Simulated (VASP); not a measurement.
These are PBEsol GGA, VASP's PBE PAW potentials (set 64) (plane waves; VASP) values and carry that method's errors.

VASP ran on this input.

**INCAR**
```
! general
SYSTEM =VGe
PREC   =Accurate
ENCUT  =400
LREAL  =F
LASPH  =T

! electronic loop
EDIFF  =1E-7
NELM   =100
ALGO   =Normal
LMAXMIX=4

! smearing
ISMEAR =-5

! functional
GGA    =PS

! spin
ISPIN  =2
MAGMOM =0.1 0.1 -0.0 -0.0

! ions
ISIF   =2

! output
LWAVE  =F
LCHARG =T
LORBIT =11
NEDOS  =601

! other
LEFG   =T
```

**KPOINTS**
```
Automatic mesh
0
Gamma
15 15 15
0 0 0
```

POSCAR:
```
VGe
1
   -1.6386210364     1.6386210364     5.5633714876
    1.6386210364    -1.6386210364     5.5633714876
    1.6386210364     1.6386210364    -5.5633714876
V Ge
2 2
Direct
  0.7492690253   0.7492690253   0.0000000000
  0.4992690253   0.9992690253   0.5000000000
  0.1667309747   0.1667309747   1.0000000000
  0.9167309747   0.4167309747   0.5000000000
```

POTCAR, in this order: V_sv Ge_d (PBE.64 set). Program: vasp_std.

What VASP printed:

File OSZICAR:
```
       N       E                     dE             d eps       ncg     rms          rms(c)
DAV:   1     0.548565176721E+03    0.54857E+03   -0.26003E+04 48608   0.371E+03
DAV:   2     0.383736212481E+02   -0.51019E+03   -0.50224E+03 37064   0.771E+02
DAV:   3    -0.313499683627E+02   -0.69724E+02   -0.69071E+02 42120   0.206E+02
DAV:   4    -0.343777463266E+02   -0.30278E+01   -0.29999E+01 42776   0.488E+01
DAV:   5    -0.344467491731E+02   -0.69003E-01   -0.68988E-01 44936   0.818E+00    0.287E+01
DAV:   6    -0.314580888420E+02    0.29887E+01   -0.84097E+01 44568   0.498E+01    0.124E+01
DAV:   7    -0.294461143191E+02    0.20120E+01   -0.26093E+01 44376   0.330E+01    0.661E+00
DAV:   8    -0.292851885870E+02    0.16093E+00   -0.16413E+00 38784   0.825E+00    0.520E-01
DAV:   9    -0.292877191244E+02   -0.25305E-02   -0.88062E-02 48568   0.251E+00    0.411E-01
DAV:  10    -0.292857372573E+02    0.19819E-02   -0.98114E-03 42864   0.744E-01    0.163E-01
DAV:  11    -0.292859831545E+02   -0.24590E-03   -0.99947E-04 50400   0.291E-01    0.127E-01
DAV:  12    -0.292861936340E+02   -0.21048E-03   -0.17329E-04 45720   0.760E-02    0.116E-01
DAV:  13    -0.292858776239E+02    0.31601E-03   -0.38773E-04 42576   0.917E-02    0.109E-01
DAV:  14    -0.292855599865E+02    0.31764E-03   -0.24064E-03 45328   0.226E-01    0.475E-02
DAV:  15    -0.292856050893E+02   -0.45103E-04   -0.42548E-04 43568   0.138E-01    0.447E-02
DAV:  16    -0.292855857571E+02    0.19332E-04   -0.64418E-05 40200   0.453E-02    0.208E-02
DAV:  17    -0.292855793790E+02    0.63781E-05   -0.70852E-05 42624   0.368E-02    0.334E-03
DAV:  18    -0.292855800402E+02   -0.66125E-06   -0.25488E-06 41656   0.117E-02    0.342E-03
DAV:  19    -0.292855798827E+02    0.15758E-06   -0.35107E-07 32936   0.345E-03    0.183E-03
DAV:  20    -0.292855796915E+02    0.19111E-06   -0.66695E-07 33000   0.367E-03    0.701E-04
DAV:  21    -0.292855797426E+02   -0.51044E-07   -0.97225E-08 20744   0.195E-03
   1 F= -.29285580E+02 E0= -.29285580E+02  d E =0.000000E+00  mag=    -0.0001
```

File OUTCAR:
```
------------------------ aborting loop because EDIFF is reached ----------------------------------------
  FORCE on cell =-STRESS in cart. coord.  units (eV):
  Direction    XX          YY          ZZ          XY          YZ          ZX
  --------------------------------------------------------------------------------------
  Total        0.1393930      0.1393930     -0.0026929      0.0000000      0.0000000      0.0000000
  in kB        3.7376323      3.7376323     -0.0722055      0.0000000      0.0000000      0.0000000
  external PRESSURE =       2.4676863 kB  Pullay stress =       0.0000000 kB
  volume of cell :       59.75
      direct lattice vectors                 reciprocal lattice vectors
    -1.638621036  1.638621036  5.563371488     0.000000000  0.305134616  0.089873560
     1.638621036 -1.638621036  5.563371488     0.305134616  0.000000000  0.089873560
     1.638621036  1.638621036 -5.563371488     0.305134616  0.305134616  0.000000000
 POSITION                                       TOTAL-FORCE (eV/Angst)
 -----------------------------------------------------------------------------------
      0.00000      0.00000      8.33692         0.000000      0.000000     -0.017036
      1.63862     -0.00000      5.55524        -0.000000     -0.000000     -0.017036
      0.00000      0.00000      1.85517         0.000000      0.000000      0.017036
     -0.00000      1.63862      4.63686        -0.000000     -0.000000      0.017036
 -----------------------------------------------------------------------------------
    total drift:                               -0.000001     -0.000001      0.002672
  FREE ENERGIE OF THE ION-ELECTRON SYSTEM (eV)
  ---------------------------------------------------
  free  energy   TOTEN  =       -29.2855797426 eV

  energy  without entropy=      -29.2855797426  energy(sigma->0) =      -29.28557974

 total charge

# of ion       s       p       d       tot
------------------------------------------
    1        2.244   6.205   3.130  11.579
    2        2.244   6.205   3.130  11.579
    3        1.158   1.348  10.062  12.567
    4        1.158   1.348  10.062  12.567
--------------------------------------------------
tot          6.805  15.105  26.383  48.293

 magnetization (x)

# of ion       s       p       d       tot
------------------------------------------
    1       -0.000  -0.000  -0.000  -0.000
    2       -0.000  -0.000  -0.000  -0.000
    3       -0.000  -0.000  -0.000  -0.000
    4       -0.000  -0.000  -0.000  -0.000
--------------------------------------------------
tot         -0.000  -0.000  -0.000  -0.000

 Electric field gradients after diagonalization (V/A^2)
 (convention: |V_zz| > |V_xx| > |V_yy|)
----------------------------------------------------------------------
 ion       V_xx      V_yy      V_zz     asymmetry (V_yy - V_xx)/ V_zz
----------------------------------------------------------------------
   1     -10.853    -2.672    13.525       0.605
   2     -10.853    -2.672    13.525       0.605
   3      19.612    18.684   -38.296       0.024
   4      19.612    18.684   -38.296       0.024
```
(Selected blocks of OUTCAR.)

**OUTCAR**
```
 val. band max:        8.1768609135   @ k =  -0.3333  -0.3333   0.1333

 cond. band min:       8.1392875700   @ k =  -0.4667  -0.4667   0.2667


 Fermi energy:         8.1671498325

 spin component 1

 k-point     1 :       0.0000    0.0000    0.0000
  band No.  band energies     occupation
      1     -55.3700      1.00000
      2     -55.3572      1.00000
      3     -29.4576      1.00000
      4     -29.3370      1.00000
      5     -29.3106      1.00000
      6     -29.3106      1.00000
      7     -29.2977      1.00000
      8     -29.2977      1.00000
      9     -15.3074      1.00000
     10     -15.3073      1.00000
     11     -15.2983      1.00000
     12     -15.2980      1.00000
     13     -15.2980      1.00000
     14     -15.2942      1.00000
     15     -15.2900      1.00000
     16     -15.2788      1.00000
     17     -15.2606      1.00000
     18     -15.2606      1.00000
     19      -3.1694      1.00000
     20       0.1368      1.00000
     21       3.1602      1.00000
     22       6.9408      1.00000
     23       7.2450      1.00000
     24       7.6471      1.00000
     25       7.8108      1.00000
     26       7.8108      1.00000
     27       8.2920      0.00000
     28       8.2920      0.00000
     29       9.2044      0.00000
     30       9.4558      0.00000
     31      10.5019      0.00000
     32      12.6356      0.00000

 k-point     2 :       0.0667    0.0000   -0.0000
  band No.  band energies     occupation
      1     -55.3697      1.00000
      2     -55.3572      1.00000
      3     -29.4563      1.00000
      4     -29.3381      1.00000
      5     -29.3137      1.00000
      6     -29.3107      1.00000
      7     -29.3012      1.00000
      8     -29.2973      1.00000
      9     -15.3066      1.00000
     10     -15.3058      1.00000
     11     -15.2999      1.00000
     12     -15.2998      1.00000
     13     -15.2968      1.00000
     14     -15.2927      1.00000
...
```

For a metal the tetrahedron method with Blöchl corrections gives inexact stress and forces.

The structure was generated: VGe was put into the NbAs type (I4_1md), which need not be its known phase. It was relaxed first.
